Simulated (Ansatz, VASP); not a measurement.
# Ga4TeAs in VASP and in Ansatz

```xyz
6
Lattice="5.1512 0.0000 0.0000 0.0000 5.1512 0.0000 0.0000 0.0000 7.6624" Properties=species:S:1:pos:R:3 pbc="T T T"
Ga    2.5756    0.0000    0.0000
Ga    0.0000    2.5756    0.0000
Ga    0.0000    0.0000    2.5988
Ga    0.0000    0.0000    5.0636
Te    2.5756    2.5756    3.8312
As    0.0000    0.0000    0.0000
```

Change from the starting cell: species swapped into the AlTlF4 type (P4/mmm, No. 123).

Alike in both runs: functional PBE; k mesh 4 × 4 × 4; occupations gaussian, width 0.1 eV; no spin polarisation.

Ansatz relaxed the structure, and its values are those at the end. VASP's run is a single point on that final structure, the one shown.

```csv
,VASP,Ansatz
version,VASP 6.6.1,Ansatz 0.2.0
potentials or method,"VASP PAW PBE potentials, release 64 (Ga_d, Te, As)","scalar-relativistic, plane waves, PAW"
plane-wave cutoff (eV),520,420
valence electrons in the cell,63,83
```

VASP gave:

| Quantity | Value |
| --- | --- |
| gap on the k mesh at the Fermi level (eV) | none |
| pressure (GPa) | 0.0 |
| rms of the force components (eV/Å) | 0.007 |

Problem. What did Ansatz give for the same quantities?

Solution. gap on the k mesh at the Fermi level (eV): none; pressure (GPa): -0.1; rms of the force components (eV/Å): 0.005.

A gap of «none» marks a metal or a gap that the smearing closes. The functional is the same, so the differences come from potentials, cutoffs and numerics. The two sets of potentials don't hold the same shells in valence.

The runs have no spin-orbit coupling, so splittings on Te are missing.
